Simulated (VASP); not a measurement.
VASP input:

KPOINTS:
```
Regular mesh
0
G
  6 6 6
```

POSCAR:
```
Li3Ga2
5.199950
  0.4145799479   0.2393578784   0.8779699805
 -0.4145799479   0.2393578784   0.8779699805
  0.0000000000  -0.4787157569   0.8779699805
Li Ga
3 2
Cart
  0.0000766973  -0.0091068492   1.5678972285
  0.0131724487  -0.0206400692   1.0649407116
  0.0040695168   0.0182089112  -0.0043801922
  0.0011823820   0.0053022557   0.5176265173
 -0.0185010448   0.0062367089   2.1217364957
```

INCAR:
```
NELM  =  100
ALGO  =  Normal
ISIF  =  2
ISMEAR  =  0   ! Gaussian
PREC  =  Accurate
LWAVE  =  .False.
LMAXMIX  =  4   ! l cut-off of mixed one-centre charges
LCHARG  =  .False.
SIGMA  =  0.136   ! width (eV)
LASPH  =  .True.   ! aspherical one-centre terms
EDIFF  =  1E-6   ! SCF stop (eV)
ENCUT  =  400   ! plane-wave cut-off (eV)
LREAL  =  .False.   ! projection in real space or not
SYSTEM  =  Li3Ga2
```

POTCAR, in this order: Li_sv Ga_d (LDA.64 set). Program: vasp_std.

Task: Write an equivalent input for Quantum ESPRESSO's pw.x.

Result: One equivalent input (not run):
```
&CONTROL
  calculation = 'scf'
  pseudo_dir = './pseudo'
  outdir = './out'
  tprnfor = .true.
  tstress = .true.
/
&SYSTEM
  ibrav = 0
  nat = 5
  ntyp = 2
  ecutwfc = 80
  occupations = 'smearing'
  smearing = 'gaussian'
  degauss = 0.009996
  input_dft = 'pz'
/
&ELECTRONS
  conv_thr = 7.3e-08
  electron_maxstep = 100
/
ATOMIC_SPECIES
  Li 6.940 Li.upf
  Ga 69.723 Ga.upf
CELL_PARAMETERS angstrom
     2.1557950    1.2446490    4.5654000
    -2.1557950    1.2446490    4.5654000
     0.0000000   -2.4892980    4.5654000
ATOMIC_POSITIONS crystal
  Li   0.5890250  0.5888400  0.6079560
  Li   0.4058340  0.3740610  0.4330630
  Li   0.0159240  0.0061080 -0.0270210
  Ga   0.2016420  0.1987900  0.1891400
  Ga   0.7875760  0.8322020  0.7968610
K_POINTS automatic
  6 6 6 0 0 0
```
Limits of the translation: the potentials are each code's own (VASP's PAW set, PseudoDojo norm-conserving files in pw.x), so ENCUT and ecutwfc are chosen apart and not converted; conv_thr bounds pw.x's estimated SCF error, while EDIFF bounds the energy change between steps.

The structure comes from a computed database's Li3Ga2 entry; how it stands against other phases isn't given here. The cell was not relaxed at this level, atoms are displaced from their ideal sites.
